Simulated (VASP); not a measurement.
```xyz
5
Lattice="-2.0533 2.0533 3.9960 2.0533 -2.0533 3.9960 2.0533 2.0533 -3.9960" Properties=species:S:1:pos:R:3 pbc="T T T"
Sn     2.0533     2.0533     3.9960
F      0.0000     0.0000     6.0949
F      0.0000     0.0000     1.8972
F      2.0533     0.0000     3.9960
F      0.0000     2.0533     3.9960
```

Method: PBEsol GGA, VASP's PBE PAW potentials (set 64) (plane waves; VASP). Numerical set-up: 520 eV cut-off, 9×9×9 Γ-centred mesh, tetrahedra with Blöchl corrections, potentials Sn_d F.

Without a dispersion term in the relaxation, distances and binding between the weakly bound layers, chains or molecules are unreliable, and so is what depends on them. Unless said otherwise, spin-orbit coupling is left out, though it shifts the bands of the heavy elements here.

Tabulate the total density of states (states/eV per cell) against energy (eV; zero at the valence-band maximum or, without a gap, the Fermi level).

(E (eV), DOS (states/eV)): (-9.98, 0.00); (-9.26, 0.00); (-8.54, 0.00); (-7.94, 0.00); (-7.22, 0.84); (-6.50, 0.96); (-5.90, 1.05); (-5.18, 0.65); (-4.46, 0.86); (-3.74, 0.64); (-3.02, 4.26); (-2.42, 8.79); (-1.70, 7.10); (-0.98, 9.05); (-0.38, 7.58); (0.34, 0.00); (1.06, 0.00); (1.78, 0.00); (2.50, 0.00); (3.10, 0.00); (3.82, 0.24); (4.54, 0.60); (5.14, 0.73); (5.86, 0.80); (6.58, 0.32)
Within 2 eV below the valence-band maximum the largest weight inside VASP's projection spheres is F p.

The structure comes from a computed database's SnF4 entry (I4/mmm); how it stands against other phases isn't given here. It was relaxed first.
